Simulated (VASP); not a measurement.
OSZICAR of a VASP run on Sr (fcc):

File OSZICAR:
```
       N       E                     dE             d eps       ncg     rms          rms(c)
DAV:   1     0.451818961235E+02    0.45182E+02   -0.54726E+03  1712   0.251E+03
DAV:   2     0.737604962237E+01   -0.37806E+02   -0.37345E+02  1213   0.198E+02
DAV:   3     0.505279432312E+01   -0.23233E+01   -0.23135E+01  1840   0.654E+01
DAV:   4     0.502294522931E+01   -0.29849E-01   -0.29821E-01  1485   0.623E+00
DAV:   5     0.502209311779E+01   -0.85211E-03   -0.85154E-03  1633   0.100E+00    0.784E+01
DAV:   6    -0.101301762801E+02   -0.15152E+02   -0.36087E+01  1252   0.733E+01    0.174E+01
DAV:   7    -0.103044177359E+02   -0.17424E+00   -0.14856E+00  1443   0.119E+01    0.157E+01
DAV:   8    -0.102875691490E+02    0.16849E-01   -0.43002E-02  1379   0.215E+00    0.108E+01
DAV:   9    -0.103080390738E+02   -0.20470E-01   -0.24681E-01  1028   0.601E+00    0.142E+00
DAV:  10    -0.102356162816E+02    0.72423E-01   -0.66380E-01  1008   0.161E+01    0.991E-01
DAV:  11    -0.103004496116E+02   -0.64833E-01   -0.41267E-01  1008   0.940E+00    0.107E+00
DAV:  12    -0.103305482819E+02   -0.30099E-01   -0.14095E-01  1012   0.594E+00    0.765E-01
DAV:  13    -0.103053709836E+02    0.25177E-01   -0.17162E-01  1010   0.741E+00    0.814E-01
DAV:  14    -0.102798402328E+02    0.25531E-01   -0.20482E-01  1008   0.653E+00    0.134E+00
DAV:  15    -0.102628482630E+02    0.16992E-01   -0.15467E-01  1008   0.597E+00    0.243E-01
DAV:  16    -0.102902465852E+02   -0.27398E-01   -0.82643E-02  1008   0.381E+00    0.221E-01
DAV:  17    -0.102902760747E+02   -0.29489E-04   -0.23245E-03  1193   0.585E-01    0.473E-01
DAV:  18    -0.102909068969E+02   -0.63082E-03   -0.25853E-04  1244   0.182E-01    0.496E-01
DAV:  19    -0.102904746253E+02    0.43227E-03   -0.58043E-04  1035   0.295E-01    0.678E-01
DAV:  20    -0.102895521475E+02    0.92248E-03   -0.53253E-04  1032   0.285E-01    0.132E-01
DAV:  21    -0.102911761808E+02   -0.16240E-02   -0.81639E-04  1023   0.384E-01    0.363E-02
DAV:  22    -0.102913655858E+02   -0.18941E-03   -0.58669E-05  1096   0.105E-01    0.324E-02
DAV:  23    -0.102913370746E+02    0.28511E-04   -0.14073E-05  1048   0.511E-02    0.123E-02
DAV:  24    -0.102913723704E+02   -0.35296E-04   -0.11581E-05  1032   0.469E-02    0.293E-03
DAV:  25    -0.102913730154E+02   -0.64496E-06   -0.10317E-06  1401   0.119E-02    0.218E-03
DAV:  26    -0.102913732592E+02   -0.24378E-06   -0.31225E-07  1074   0.699E-03    0.982E-04
DAV:  27    -0.102913732929E+02   -0.33716E-07   -0.10287E-07  1047   0.430E-03
   1 F= -.10291373E+02 E0= -.10290883E+02  d E =-.146987E-02
```

### Question
Which electronic solver shows in the log?

### Answer
It is blocked Davidson (ALGO = Normal, or the opening steps of other solvers). The INCAR had ALGO = Normal.

### Question
Can the final energy be trusted as converged?

### Answer
Self-consistency was reached. It stopped with EDIFF = 1E-7, NELM = 100 (TPSS meta-GGA, plane waves, VASP's PBE PAW potentials (set 64)).

The compound is Sr in the fcc structure. This cell is one point of a volume scan, at 1.06 of the reference volume.
